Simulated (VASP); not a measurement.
```
CELL_PARAMETERS angstrom
      0.00000     2.44000     2.44000
      2.44000     0.00000     2.44000
      2.44000     2.44000     0.00000
ATOMIC_POSITIONS crystal
  Y  0.00000 0.00000 0.00000
  N  0.50000 0.50000 0.50000
```

Method: PBEsol GGA, VASP's PBE PAW potentials (set 64) (plane waves; VASP 6.6.1). Run with 520 eV cut-off, 8×8×8 Γ-centred mesh, Gaussian smearing of 0.050 eV, potentials Y_sv N.

**Question.** The ions, cell shape and volume are relaxed. Predict the relaxed structure.

**Answer.** 
```
CELL_PARAMETERS angstrom
      0.00000     2.42776     2.42776
      2.42776     0.00000     2.42776
      2.42776     2.42776     0.00000
ATOMIC_POSITIONS crystal
  Y  0.00000 0.00000 0.00000
  N  0.50000 0.50000 0.50000
```
Space group Fm-3m (225), at a tolerance of 0.03 Å.

**Question.** How do energy and volume change from the first to the last step?

**Answer.** The energy (σ→0) changes by -1.7 meV/atom and the volume by -1.5 %, in 3 ionic steps.

The compound is YN in the rock salt structure. This run relaxes it. Symmetry was kept, so distortions that lower it aren't found.
